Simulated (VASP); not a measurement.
OSZICAR of a VASP run on Zr (hcp):

OSZICAR:
```
       N       E                     dE             d eps       ncg     rms          rms(c)
DAV:   1     0.224179501761E+03    0.22418E+03   -0.13727E+04  2688   0.150E+03
DAV:   2     0.259866846477E+01   -0.22158E+03   -0.21943E+03  3408   0.417E+02
DAV:   3    -0.117105475458E+02   -0.14309E+02   -0.14165E+02  5136   0.787E+01
DAV:   4    -0.119509566974E+02   -0.24041E+00   -0.24023E+00  2888   0.117E+01
DAV:   5    -0.119583921641E+02   -0.74355E-02   -0.74345E-02  4280   0.131E+00    0.162E+01
DAV:   6    -0.115250798559E+02    0.43331E+00   -0.70518E-01  2784   0.761E+00    0.684E+00
DAV:   7    -0.114514391911E+02    0.73641E-01   -0.48585E-01  3752   0.558E+00    0.105E+00
DAV:   8    -0.114583198715E+02   -0.68807E-02   -0.43701E-02  3528   0.189E+00    0.188E-01
DAV:   9    -0.114580814319E+02    0.23844E-03   -0.10770E-03  3016   0.357E-01    0.476E-02
DAV:  10    -0.114580345155E+02    0.46916E-04   -0.56299E-05  4008   0.742E-02    0.134E-02
DAV:  11    -0.114580355883E+02   -0.10728E-05   -0.63454E-06  2896   0.278E-02    0.711E-03
DAV:  12    -0.114580355217E+02    0.66564E-07   -0.44691E-07  3000   0.666E-03
   1 F= -.11458036E+02 E0= -.11457859E+02  d E =-.114580E+02
       N       E                     dE             d eps       ncg     rms          rms(c)
DAV:   1    -0.114584514674E+02   -0.41588E-03   -0.23371E-02  2696   0.144E+00    0.107E-01
DAV:   2    -0.114581821617E+02    0.26931E-03   -0.68391E-04  3176   0.211E-01    0.507E-02
DAV:   3    -0.114581030325E+02    0.79129E-04   -0.29849E-04  3656   0.125E-01    0.822E-03
DAV:   4    -0.114581035410E+02   -0.50855E-06   -0.44564E-06  3056   0.216E-02    0.391E-03
DAV:   5    -0.114581037261E+02   -0.18508E-06   -0.32313E-07  2800   0.457E-03    0.334E-04
DAV:   6    -0.114581037264E+02   -0.23238E-09   -0.15745E-08  1680   0.124E-03
   2 F= -.11458104E+02 E0= -.11457923E+02  d E =-.682046E-04
       N       E                     dE             d eps       ncg     rms          rms(c)
DAV:   1    -0.114583558205E+02   -0.25209E-03   -0.15529E-02  2720   0.118E+00    0.874E-02
DAV:   2    -0.114581761859E+02    0.17963E-03   -0.45451E-04  3128   0.172E-01    0.414E-02
DAV:   3    -0.114581234665E+02    0.52719E-04   -0.19964E-04  3648   0.102E-01    0.673E-03
DAV:   4    -0.114581237903E+02   -0.32373E-06   -0.29626E-06  3048   0.176E-02    0.319E-03
DAV:   5    -0.114581239096E+02   -0.11939E-06   -0.21504E-07  2600   0.374E-03    0.273E-04
DAV:   6    -0.114581239113E+02   -0.16053E-08   -0.12108E-08  1656   0.105E-03
   3 F= -.11458124E+02 E0= -.11457942E+02  d E =-.883895E-04
```

### Question
Which electronic solver shows in the log?

### Answer
It is blocked Davidson (ALGO = Normal, or the opening steps of other solvers). The INCAR had ALGO = Normal.

### Question
Can the final energy be trusted as converged?

### Answer
The calculation finished and met its thresholds. It stopped with EDIFF = 1E-7, NELM = 100, NSW = 30 and EDIFFG = -0.01 after 3 ionic steps (optB88-vdW, plane waves, VASP's PBE PAW potentials (set 64)).

The compound is Zr in the hcp structure. This cell is one point of a volume scan, at 0.94 of the reference volume. Symmetry was kept, so distortions that lower it aren't found.
